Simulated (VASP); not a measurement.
# Nb3B5 (P1) in VASP: relaxation of cell and atoms with PBE

Aim: the relaxation of cell and atoms of Nb3B5 with PBE.

Program: VASP 6.6.1. These are calculated values, not measurements. Logs are shortened: lines on timing, memory, paths and dates and some standing lists are left out, and cuts for length are marked.

## (1) Starting point

The typed cell holds 8 atoms: a = 5.309 Å, b = 5.334 Å, c = 3.165 Å, α = 89.88°, β = 89.28°, γ = 120.34°.

The cell was built by a generator and needn't be a form met in nature.

## (2) Relaxation of cell and atoms, PBE

INCAR

```
SYSTEM = Nb3B5
PREC     = Normal         ! precision mode
ENCUT    = 520            ! plane-wave cutoff, eV
EDIFF    = 1E-5           ! SCF threshold, eV
ISMEAR   = 0              ! smearing method
SIGMA    = 0.15           ! smearing width, eV
LREAL    = Auto         
LASPH    = .True.         ! aspherical terms in the spheres
NELM     = 80             ! most SCF steps
ALGO     = Fast           ! electronic algorithm
ISIF     = 3              ! what is computed and relaxed
LWAVE    = .False.        ! write WAVECAR
LCHARG   = .False.        ! write CHGCAR
GGA      = PE             ! functional
IBRION   = 2              ! ionic algorithm
NSW      = 110            ! ionic steps
EDIFFG   = -0.03          ! ionic threshold
ISYM     = 0            
KPAR     = 2
```

KPOINTS

```
regular mesh
0
Gamma
  5 5 7
  0 0 0
```

POSCAR

```
Nb3B5
1.0
    5.3085917200     -0.0229851500      0.0335307600
   -2.6742015800      4.6149064400      0.0054069200
    0.0199319100      0.0152189800      3.1644028600
Nb B
3 5
Direct
    0.0005717400      0.6877603700      0.0249059300
    0.3327410700      0.3404065900      0.0078777900
    0.6679666700      0.9742319600      0.9978671500
    0.6508358000      0.3204307300      0.4941343900
    0.3470370500      0.6832091500      0.4762477500
    0.9991560000      0.3521023100      0.5034408500
    0.3400419000      0.9983429100      0.4807073300
    0.6612149900      0.6624745900      0.4921125900
```

Potentials or basis: VASP PAW PBE potentials, release 64 (Nb_sv, B).

On the command line:

```sh
$ cat potpaw_PBE.64/Nb_sv/POTCAR potpaw_PBE.64/B/POTCAR > POTCAR
$ mpirun -np 2 vasp_std > vasp.out
```

OUTCAR:

```text
SYSTEM = Nb3B5
   PREC = Normal
   ENCUT = 520
   EDIFF = 1E-5
   ISMEAR = 0
   LREAL = Auto
   LASPH = .True.
   NELM = 80
   ISIF = 3
   GGA = PE
   IBRION = 2
   NSW = 110
   EDIFFG = -0.03
   ISYM = 0

 ion  position               nearest neighbor table
   1  0.001  0.688  0.025-   7 2.27   8 2.27   6 2.34   5 2.35   4 2.39   7 2.42   6 2.43   8 2.44
                             5 2.52   4 2.55   3 2.86   2 3.00
   2  0.333  0.340  0.008-   8 2.32   5 2.33   4 2.34   8 2.36   4 2.37   7 2.37   6 2.38   6 2.42
                             5 2.45   7 2.49   3 2.92   1 3.00
   3  0.668  0.974  0.998-   5 2.20   8 2.27   8 2.30   5 2.33   7 2.35   6 2.44   7 2.45   4 2.46
                             4 2.47   6 2.49   1 2.86   2 2.92
   4  0.651  0.320  0.494-   7 1.68   6 1.77   8 1.80   2 2.34   2 2.37   1 2.39   3 2.46   3 2.47
                             1 2.55
   5  0.347  0.683  0.476-   7 1.70   8 1.73   6 1.80   3 2.20   2 2.33   3 2.33   1 2.35   2 2.45
                             1 2.52
   6  0.999  0.352  0.503-   4 1.77   5 1.80   1 2.34   2 2.38   2 2.42   1 2.43   3 2.44   3 2.49

   7  0.340  0.998  0.481-   4 1.68   5 1.70   1 2.27   3 2.35   2 2.37   1 2.42   3 2.45   2 2.49

   8  0.661  0.662  0.492-   5 1.73   4 1.80   1 2.27   3 2.27   3 2.30   2 2.32   2 2.36   1 2.44

IMPORTANT INFORMATION: All symmetrisations will be switched off!
NOSYMM: (Re-)initialisation of all symmetry stuff for point group C_1.

----------------------------------------------------------------------------------------

                                     Primitive cell

  volume of cell :      77.3242

  direct lattice vectors                    reciprocal lattice vectors
     5.308591720 -0.022985150  0.033530760     0.188858568  0.109439956 -0.001715925
    -2.674201580  4.614906440  0.005406920     0.000947240  0.217239245 -0.001050764
     0.019931910  0.015218980  3.164402860    -0.002002809 -0.001530842  0.316035367

  length of vectors
     5.308747374  5.333736474  3.164502229     0.218283318  0.217243852  0.316045420

  position of ions in fractional coordinates (direct lattice)
     0.000571740  0.687760370  0.024905930
     0.332741070  0.340406590  0.007877790
     0.667966670  0.974231960  0.997867150
     0.650835800  0.320430730  0.494134390
     0.347037050  0.683209150  0.476247750
     0.999156000  0.352102310  0.503440850
     0.340041900  0.998342910  0.480707330
     0.661214990  0.662474590  0.492112590

  ion indices of the primitive-cell ions
   primitive index   ion index
                 1           1
                 2           2
                 3           3
                 4           4
                 5           5
                 6           6
                 7           7
                 8           8

----------------------------------------------------------------------------------------

 KPOINTS: regular mesh

Automatic generation of k-mesh.
 Grid dimensions read from file:
 generate k-points for:    5    5    7

 Generating k-lattice:

  Cartesian coordinates                     Fractional coordinates (reciprocal lattice)
     0.037771714  0.021887991 -0.000343185     0.200000000 -0.000000000  0.000000000
     0.000189448  0.043447849 -0.000210153    -0.000000000  0.200000000  0.000000000
    -0.000286116 -0.000218692  0.045147910    -0.000000000  0.000000000  0.142857143

  Length of vectors
     0.043656664  0.043448770  0.045149346

  Shift w.r.t. Gamma in fractional coordinates (k-lattice)
     0.000000000  0.000000000  0.000000000

 Subroutine IBZKPT returns following result:
 ===========================================

 Found     88 irreducible k-points:

 Following reciprocal coordinates:
            Coordinates               Weight
  0.000000  0.000000  0.000000      1.000000
  0.200000  0.000000  0.000000      2.000000
  0.400000 -0.000000  0.000000      2.000000
  0.000000  0.200000  0.000000      2.000000
  0.200000  0.200000  0.000000      2.000000
  0.400000  0.200000 -0.000000      2.000000
[... 16 lines left out ...]
 -0.200000  0.200000  0.142857      2.000000
  0.000000  0.400000  0.142857      2.000000
 [... further k-points ...]
   k-points           NKPTS =     88   k-points in BZ     NKDIM =     88   number of bands    NBANDS=     32
   number of dos      NEDOS =    301   number of ions     NIONS =      8
   total plane-waves  NPLWV =  16200
   dimension x,y,z NGX =    30 NGY =   30 NGZ =   18
   dimension x,y,z NGXF=    60 NGYF=   60 NGZF=   36
   ions per type =               3   5
   NGX,Y,Z   is equivalent  to a cutoff of   9.39,  9.35,  9.46 a.u.
   NGXF,Y,Z  is equivalent  to a cutoff of  18.79, 18.70, 18.91 a.u.
 SYSTEM =  Nb3B5
   PREC   = normal    normal or accurate (medium, high low for compatibility)
   ISTART =      0    job   : 0-new  1-cont  2-samecut
   ICHARG =      2    charge: 1-file 2-atom 10-const
   ISPIN  =      1    spin polarized calculation?
   LNONCOLLINEAR =      F non collinear calculations
   LSORBIT =      F    spin-orbit coupling
   LASPH  =      T    aspherical Exc in radial PAW
   ENCUT  =  520.0 eV  38.22 Ry    6.18 a.u.   9.87  9.92  5.88*2*pi/ulx,y,z
   NELM   =     80;   NELMIN=  2; NELMDL= -5     # of ELM steps
   EDIFF  = 0.1E-04   stopping-criterion for ELM
   LREAL  =      T    real-space projection
   EDIFFG = -.3E-01   stopping-criterion for IOM
   NSW    =    110    number of steps for IOM
   IBRION =      2    ionic relax: 0-MD 1-quasi-New 2-CG
   NFREE  =      1    steps in history (QN), initial steepest desc. (CG)
   ISIF   =      3    stress and relaxation
   ISYM   =      0    0-nonsym 1-usesym 2-fastsym
   POTIM  = 0.5000    time-step for ionic-motion
   TEBEG  =    0.0;   TEEND  =   0.0 temperature during run
   PSTRESS=    0.0 pullay stress
   NELECT =      54.0000    total number of electrons
   NUPDOWN=      -1.0000    fix difference up-down
   EMIN   =  10.00;   EMAX   =-10.00  energy-range for DOS
   EFERMI =   0.00;   METHOD = LEGACY
   ISMEAR =     0;   SIGMA  =   0.15  broadening in eV -4-tet -1-fermi 0-gaus
   EFERMI_NEDOS =   21; number of points for ismear=-14 and -15
   IALGO  =     68    algorithm
   IMIX   =      4    mixing-type and parameters
     AMIX     =   0.40;   BMIX     =  1.00
     AMIX_MAG =   1.60;   BMIX_MAG =  1.00
  volume/ion in A,a.u.               =       9.67        65.23
  Fermi-wavevector in a.u.,A,eV,Ry     =   1.452449  2.744731 28.702963  2.109608
  Thomas-Fermi vector in A             =   2.569830
   LORBIT       =      0    0 simple, 1 ext, 2 COOP (PROOUT), +10 PAW based schemes
   GGA     = PE    functional components
   LHFCALC =     F    Hartree Fock is set to
   AEXX    =    0.0000 exact exchange contribution
   IVDW    =     0    specifies the selected vdW correction
   LEPSILON=     F    determine dielectric tensor
   LRPA    =     F    only Hartree local field effects (RPA)
 conjugate gradient relaxation of ions
 non-spin polarized calculation
 RMM-DIIS sequential band-by-band and
 Gauss-broadening in eV      SIGMA  =   0.15
  energy-cutoff  :      520.00
  volume of cell :       77.32
 maximum number of plane-waves:      2100
   NGX = 19   NGY = 19   NGZ = 11

--------------------------------------- Ionic step        1  -------------------------------------------

 number of electron      54.0000008 magnetization

 Free energy of the ion-electron system (eV)
  ---------------------------------------------------
  ext. energy  EPLUGINS =         0.00000000
  ---------------------------------------------------
  free energy    TOTEN  =       -69.04059418 eV

  energy without entropy =      -69.02078918  energy(sigma->0) =      -69.03069168

------------------------ aborting loop because EDIFF is reached ----------------------------------------

  FORCE on cell =-STRESS in cart. coord.  units (eV):
  Direction    XX          YY          ZZ          XY          YZ          ZX
  --------------------------------------------------------------------------------------
  -------------------------------------------------------------------------------------
  Total        8.4993311      9.6714430      8.0897918      1.2463028     -1.1801430     -1.5093445
  in kB      176.1082895    200.3947442    167.6225314     25.8237089    -24.4528616    -31.2740005
  external PRESSURE =     181.3751884 kB  Pullay stress =       0.0000000 kB
[... 27 lines left out ...]
  energy  without entropy=      -69.0207891786  energy(sigma->0) =      -69.03069168

--------------------------------------- Ionic step        2  -------------------------------------------

 number of electron      54.0000000 magnetization

 E-fermi :   9.5917     XC(G=0): -12.2943

 val. band max:        9.5694001797   @ k =   0.4000  -0.0000   0.1429
 cond. band min:       9.5921216969   @ k =   0.4000  -0.4000   0.1429
 fundamental gap:      0.0227215172
 Fermi energy:         9.5916798930

 k-point     1 :       0.0000    0.0000    0.0000
  band No.  band energies     occupation
      1     -45.5667      2.00000
      2     -45.5142      2.00000
      3     -45.4958      2.00000
      4     -21.7660      2.00000
      5     -21.7437      2.00000
      6     -21.6988      2.00000
[... 908 lines left out ...]
  FREE ENERGIE OF THE ION-ELECTRON SYSTEM (eV)
  ---------------------------------------------------
  free  energy   TOTEN  =       -69.7569452839 eV

  energy  without entropy=      -69.7384509508  energy(sigma->0) =      -69.74769812

[... ionic steps 4 to 10 ...]

--------------------------------------- Ionic step       11  -------------------------------------------

 number of electron      54.0000004 magnetization

------------------------ aborting loop because EDIFF is reached ----------------------------------------

  FORCE on cell =-STRESS in cart. coord.  units (eV):
  Direction    XX          YY          ZZ          XY          YZ          ZX
  --------------------------------------------------------------------------------------
  -------------------------------------------------------------------------------------
  Total       -0.1473911     -0.1190618     -0.1273593     -0.0074592     -0.0260080      0.0270735
  in kB       -2.9017987     -2.3440591     -2.5074175     -0.1468554     -0.5120399      0.5330171
  external PRESSURE =      -2.5844251 kB  Pullay stress =       0.0000000 kB
[... 69 lines left out ...]
  energy  without entropy=      -69.8692503087  energy(sigma->0) =      -69.87937091

--------------------------------------- Ionic step       13  -------------------------------------------

 number of electron      54.0000004 magnetization

 Free energy of the ion-electron system (eV)
  ---------------------------------------------------
  ext. energy  EPLUGINS =         0.00000000
  ---------------------------------------------------
  free energy    TOTEN  =       -69.88956641 eV

  energy without entropy =      -69.86927759  energy(sigma->0) =      -69.87942200

 E-fermi :  10.8886     XC(G=0): -12.7986

 val. band max:       10.8368427205   @ k =  -0.0000  -0.0000   0.4286
 cond. band min:      11.0825021396   @ k =  -0.2000   0.4000   0.0000
 fundamental gap:      0.2456594191
 Fermi energy:        10.8885749808

 k-point     1 :       0.0000    0.0000    0.0000
  band No.  band energies     occupation
      1     -44.0560      2.00000
      2     -43.9641      2.00000
      3     -43.9635      2.00000
      4     -20.3369      2.00000
      5     -20.3168      2.00000
      6     -20.3163      2.00000
[... 866 lines left out ...]
  FREE ENERGIE OF THE ION-ELECTRON SYSTEM (eV)
  ---------------------------------------------------
  free  energy   TOTEN  =       -69.8895664089 eV

  energy  without entropy=      -69.8692775867  energy(sigma->0) =      -69.87942200

 reached required accuracy - stopping structural energy minimisation
```

It took 9.2 min on 2 MPI ranks of Intel Xeon Platinum 8559C (Emerald Rapids), shared host; peak memory 0.23 GiB.

Results:

```yaml
Free_energy: -69.8896 eV
Relaxed_volume: 10.16 Å³/atom
Relaxed_cell: a = 5.407 Å, b = 5.407 Å, c = 3.210 Å, α = 90.00°, β = 90.00°, γ = 120.00°
Space_group_after_relaxing_to_0.05_Å: P-62m (No. 189)
Energy_gained_by_relaxing: 106.1 meV/atom
Ionic_steps: 13
Pressure_after_relaxing: 0.1 GPa
Largest_force_after_relaxing: 0.019 eV/Å
Band_gap_on_the_k_mesh: none (metal or under the smearing width)
```

Forces in eV/Å, atoms in the order of the input:
```
Nb  -0.001 -0.004 -0.018
Nb   0.011 -0.011 -0.010
Nb  -0.003  0.000  0.001
B   -0.004 -0.002  0.007
B    0.004  0.003  0.001
B   -0.001  0.002  0.009
B   -0.006  0.007  0.004
B    0.000  0.004  0.006
```

The path:
| step | energy change (eV) | largest force (eV/Å) | pressure (GPa) | volume (Å³) |
| --- | --- | --- | --- | --- |
| 1 | 0.0000 | 3.9478 | 18.14 | 77.32 |
| 2 | -0.0526 | 1.1862 | -22.53 | 90.21 |
| 3 | -0.7164 | 0.8566 | -6.16 | 83.35 |
| 4 | -0.7172 | 0.9045 | -5.59 | 83.16 |
| 5 | -0.8245 | 0.4232 | 2.84 | 80.51 |
| 6 | -0.8298 | 0.3314 | 1.20 | 80.97 |
| 7 | -0.8457 | 0.1608 | -0.33 | 81.41 |
| 8 | -0.8460 | 0.1440 | -0.58 | 81.48 |
| 9 | -0.8484 | 0.0560 | 0.41 | 81.17 |
| 10 | -0.8484 | 0.0562 | 0.49 | 81.18 |
| 11 | -0.8488 | 0.0420 | -0.26 | 81.38 |
| 12 | -0.8489 | 0.0336 | -0.11 | 81.31 |
| 13 | -0.8490 | 0.0188 | 0.11 | 81.27 |

Final structure:
```
Nb B
1.0
     5.40706    0.00011   -0.00001
    -2.70335    4.68250   -0.00021
    -0.00003   -0.00007    3.20985
Nb B
3 5
Direct
  0.99992 0.67843 0.99728
  0.32392 0.32636 0.99726
  0.67593 0.00235 0.99730
  0.66670 0.33575 0.49704
  0.33321 0.66900 0.49720
  0.99996 0.34706 0.49700
  0.34475 0.00237 0.49713
  0.65517 0.65763 0.49709
```
